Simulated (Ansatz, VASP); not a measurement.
Given: the input of a run of VASP 6.6.1 on EuMo.

INCAR

```
SYSTEM = EuMo
  PREC = Accurate
  ENCUT = 600
  EDIFF = 1E-7
  ISMEAR = -1
  SIGMA = 0.05
  LREAL = .False.
  LASPH = .True.
  NELM = 100
  ALGO = Normal
  ISIF = 3
  LWAVE = .False.
  LCHARG = .False.
  ISPIN = 2
  MAGMOM = 7 1
  LORBIT = 11
  LMAXMIX = 6
  GGA = RE
  IBRION = 2
  NSW = 60
  EDIFFG = -0.02
```

The input KPOINTS:

```
Automatic mesh
0
Gamma
  6 6 6
  0 0 0
```

POSCAR

```
EuMo
1.0
    3.5314500000      0.0000000000      0.0000000000
    0.0000000000      3.5314500000      0.0000000000
    0.0000000000      0.0000000000      3.5314500000
Eu Mo
1 1
Direct
    0.5000000000      0.5000000000      0.5000000000
    0.0000000000      0.0000000000      0.0000000000
```

Potentials or basis: VASP PAW PBE potentials, release 64 (Eu, Mo_sv).

The run is started by

```console
$ cat potpaw_PBE.64/Eu/POTCAR potpaw_PBE.64/Mo_sv/POTCAR > POTCAR
$ mpirun -np 1 vasp_std > vasp.out
```

Problem. Set up the same calculation for Ansatz 0.2.0. Potentials there: Ansatz PAW.

Solution. As run (the cutoff follows the program's own potentials):

File input.yaml:

```yaml
crystal:
  lattice:
    - [3.53145, 0.0, 0.0]
    - [0.0, 3.53145, 0.0]
    - [0.0, 0.0, 3.53145]
  atoms:
    - { symbol: Eu, position: [0.5, 0.5, 0.5], spin: 7.0 }
    - { symbol: Mo, position: [0.0, 0.0, 0.0], spin: 1.0 }
hamiltonian:
  xc: revpbe
  pseudopotentials: { kind: paw }
magnetization:
  spin_polarized: true
kpoints:
  mp_grid: { grid: [6, 6, 6] }
scf:
  occupations: { method: fermi_dirac, width: 0.05 }
output:
  forces: true
  stress: true
  eigenvalues: true
relax:
  f_tol: 0.01
  max_steps: 40
  cell: { stress_tol: 0.05 }
```

Potentials or basis: Ansatz PAW.

The run is started by

```sh
$ ansatz run input.yaml --threads 2 --pin off --max-ram 5632MiB --backend cpu --events-out ev --progress --plain --runs-dir out
```

Both were run:

|  | VASP | Ansatz | Ansatz less VASP |
| --- | --- | --- | --- |
| gap on the k mesh at the Fermi level, each at its own relaxed structure (eV) | none | none | - |
| net moment per atom (μB) | 2.00 | 2.00 | -0.002 |
| size of the moment on the site where the two differ most (μB) | 6.29 | 6.44 | +0.153 |
| relaxed volume (Å³/atom) | 24.39 | 24.44 | +0.050 |
| relaxed cell length with the largest relative difference (Å) | 3.654 | 3.656 | +0.0025 |
| energy change over the relaxation (meV/atom) | -29 | -27 | +2.1 |

Site moments also hang on the region over which each program counts them. A gap of «none» marks a metal or a gap that the smearing closes.

Caveats: spin-orbit coupling is left out, which moves the levels of the heavy elements; without U or exact exchange the open f shell lies at the Fermi level, which spoils levels, moments and volumes; the PAW data sets were made with another functional, which shifts forces and pressure a little (VASP); the plane-wave basis is chosen anew once the cell has moved, so the energies of steps on either side of that aren't comparable (Ansatz); the PAW data sets come from PBE, with cores solved anew for the run's functional, which leaves a small shift of forces and pressure (Ansatz); the starting moments weren't kept (Ansatz). The state reached can hang on the start; a lower one may exist.
